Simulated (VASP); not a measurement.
Method: PBE GGA, VASP's PBE PAW potentials (set 64) (plane waves; VASP).

VASP input:

**POSCAR**
```
KF
1
    0.0000000000     2.6986480000     2.6947740000
    2.7028090000     0.0000000000     2.6947740000
    2.7028090000     2.6986480000     0.0000000000
K F
1 1
Direct
  0.0000000000   0.0000000000   0.0000000000
  0.4961330000   0.5038670000   0.5038670000
```

**INCAR**
```
SYSTEM=KF
PREC=Single; ENCUT=520; LREAL=.False.
LASPH=.True.
EDIFF=1E-6; NELM=100; ALGO=Normal
ISMEAR=0; SIGMA=0.05
GGA=PE
ISIF=2
LWAVE=.False.; LCHARG=.False.
```

KPOINTS:
```
Automatic mesh
0
Gamma
8 8 8
0 0 0
```

POTCAR, in this order: K_sv F (PBE.64 set). Program: vasp_std.

The resulting files:

### OSZICAR
```
       N       E                     dE             d eps       ncg     rms          rms(c)
DAV:   1     0.118299646854E+03    0.11830E+03   -0.84541E+03  2280   0.129E+03
DAV:   2    -0.476696445955E+01   -0.12307E+03   -0.11335E+03  2988   0.332E+02
DAV:   3    -0.944940856798E+01   -0.46824E+01   -0.46619E+01  2900   0.617E+01
DAV:   4    -0.957098770665E+01   -0.12158E+00   -0.12149E+00  3548   0.859E+00
DAV:   5    -0.957215229694E+01   -0.11646E-02   -0.11646E-02  2908   0.928E-01    0.629E+00
DAV:   6    -0.832805036294E+01    0.12441E+01   -0.43857E+00  2524   0.181E+01    0.369E+00
DAV:   7    -0.830116640572E+01    0.26884E-01   -0.12313E-01  3144   0.311E+00    0.222E+00
DAV:   8    -0.829736988169E+01    0.37965E-02   -0.56040E-02  2476   0.278E+00    0.206E-01
DAV:   9    -0.829906587008E+01   -0.16960E-02   -0.63612E-03  3172   0.658E-01    0.121E-01
DAV:  10    -0.829961962944E+01   -0.55376E-03   -0.88409E-04  2576   0.296E-01    0.597E-02
DAV:  11    -0.829975131231E+01   -0.13168E-03   -0.34862E-04  2524   0.152E-01    0.199E-02
DAV:  12    -0.829974314612E+01    0.81662E-05   -0.60486E-05  2900   0.656E-02    0.692E-03
DAV:  13    -0.829974259318E+01    0.55294E-06   -0.47306E-06  2572   0.219E-02
   1 F= -.82997426E+01 E0= -.82997426E+01  d E =-.643830E-22
```

File OUTCAR:
```
------------------------ aborting loop because EDIFF is reached ----------------------------------------
  FORCE on cell =-STRESS in cart. coord.  units (eV):
  Direction    XX          YY          ZZ          XY          YZ          ZX
  --------------------------------------------------------------------------------------
  Total        0.1022395      0.1195267      0.1375162      0.0000000      0.0000000      0.0000000
  in kB        4.1669210      4.8714854      5.6046745      0.0000000      0.0000000      0.0000000
  external PRESSURE =       4.8810270 kB  Pullay stress =       0.0000000 kB
  volume of cell :       39.31
      direct lattice vectors                 reciprocal lattice vectors
     0.000000000  2.698648000  2.694774000    -0.184992724  0.185277961  0.185544317
     2.702809000  0.000000000  2.694774000     0.184992724 -0.185277961  0.185544317
     2.702809000  2.698648000  0.000000000     0.184992724  0.185277961 -0.185544317
  FREE ENERGIE OF THE ION-ELECTRON SYSTEM (eV)
  ---------------------------------------------------
  free  energy   TOTEN  =        -8.2997425932 eV

  energy  without entropy=       -8.2997425932  energy(sigma->0) =       -8.29974259
```
(Selected blocks of OUTCAR.)

The compound is KF in the rock salt structure. The cell was not relaxed at this level, atoms are displaced from their ideal sites. The run is one of a series of settings (PREC = Single against the base run), some of them coarse on purpose.
